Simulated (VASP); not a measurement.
SnO₂ (rutile): the lattice constant c from VASP (plane waves, PAW) at several levels of theory. Static lattice. The measured value holds thermal and zero-point effects that the static calculation lacks.

| level | lattice constant c (Å) | error against measurement |
|---|---|---|
| LDA | 3.198 | +0.4 % |
| PBE | 3.242 | +1.8 % |
| PBEsol | 3.219 | +1.0 % |
| revPBE | 3.255 | +2.1 % |
| PW91 | 3.244 | +1.8 % |
| PBE-D3 (zero damping) | 3.236 | +1.6 % |
| optB86b-vdW | 3.237 | +1.6 % |
| vdW-DF2 | 3.308 | +3.8 % |
| vdW-DF-cx | 3.228 | +1.3 % |
| TPSS | 3.247 | +1.9 % |
| SCAN | 3.207 | +0.7 % |
| r2SCAN | 3.210 | +0.8 % |

Measured: 3.186 Å (as given by Zenji Hiroi, Progress in Solid State Chemistry (2015), arXiv:1503.02262).

The cell of the LDA run:

```cif
data_O4Sn2
_chemical_formula_sum 'Sn2 O4'
_space_group_name_H-M_alt 'P 1'
_space_group_IT_number 1
_cell_length_a 4.73107
_cell_length_b 4.73107
_cell_length_c 3.19767
_cell_angle_alpha 90.000
_cell_angle_beta 90.000
_cell_angle_gamma 90.000
loop_
_space_group_symop_operation_xyz
  'x, y, z'
loop_
_atom_site_label
_atom_site_type_symbol
_atom_site_fract_x
_atom_site_fract_y
_atom_site_fract_z
_atom_site_occupancy
Sn1 Sn 0.00000 0.00000 0.00000 1
Sn2 Sn 0.50000 0.50000 0.50000 1
O1 O 0.30598 0.30598 0.00000 1
O2 O 0.80598 0.19402 0.50000 1
O3 O 0.19402 0.80598 0.50000 1
O4 O 0.69402 0.69402 0.00000 1
```

Only levels that ran to the end are used. Left out are those held back, those with too coarse a band path, GW runs whose mesh misses a band edge, hybrids' fits of cells that aren't cubic and levels without matching references; a question may draw on a part of the rest.

The compound is SnO2 in the rutile structure.
